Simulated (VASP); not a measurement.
Data:

```yaml
crystal:
  lattice:
    - [4.31211, 0.00000, 0.00000]
    - [0.00000, 4.31211, 0.00000]
    - [0.00000, 0.00000, 4.31211]
  atoms:
    - { symbol: Ag, position: [0.75000, 0.25000, 0.75000] }
    - { symbol: Ag, position: [0.25000, 0.75000, 0.75000] }
    - { symbol: Ag, position: [0.75000, 0.75000, 0.25000] }
    - { symbol: Ag, position: [0.25000, 0.25000, 0.25000] }
    - { symbol: O, position: [0.00000, 0.00000, 0.00000] }
    - { symbol: O, position: [0.50000, 0.50000, 0.50000] }
```

All values below come from PBEsol GGA, VASP's PBE PAW potentials (set 64) (plane waves; VASP). Settings: 620 eV cut-off, 5×5×5 Γ-centred mesh, Gaussian smearing of 0.050 eV, potentials Ag O.

Q: Estimate the energy per atom (σ→0), pressure, band gap (on the k-mesh) with the smallest direct gap where there is one.

A: 
```json
{
 "band gap (on the k-mesh)": "0.63 eV",
 "smallest direct gap (on the k-mesh)": "0.63 eV",
 "energy per atom (σ→0)": "-3.563 eV/atom",
 "pressure": "448.4 kbar"
}
```

The compound is Ag2O in the cuprite structure. It was relaxed first under an external pressure of 45 GPa.
